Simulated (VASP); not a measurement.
```yaml
crystal:
  lattice:
    - [0.00000, 2.76135, 2.76135]
    - [2.76135, 0.00000, 2.76135]
    - [2.76135, 2.76135, 0.00000]
  atoms:
    - { symbol: Si, position: [0.00000, 0.00000, 0.00000] }
    - { symbol: Si, position: [0.25000, 0.25000, 0.25000] }
```

Computed with PBE0 hybrid, VASP's PBE PAW potentials (set 64) (plane waves; VASP). Numerical set-up: 520 eV cut-off, 6×6×6 Γ-centred mesh, Gaussian smearing of 0.050 eV, potentials Si.

Predict the energy per atom (σ→0), pressure.

```yaml
energy per atom (σ→0): -6.761 eV/atom
pressure: -45.3 kbar
```

The absolute energy has meaning only against runs of the same code, potentials and settings.

The compound is Si in the diamond structure. This cell is one point of a volume scan, at 1.03 of the reference volume. The cell's shape comes from a PBE relaxation.
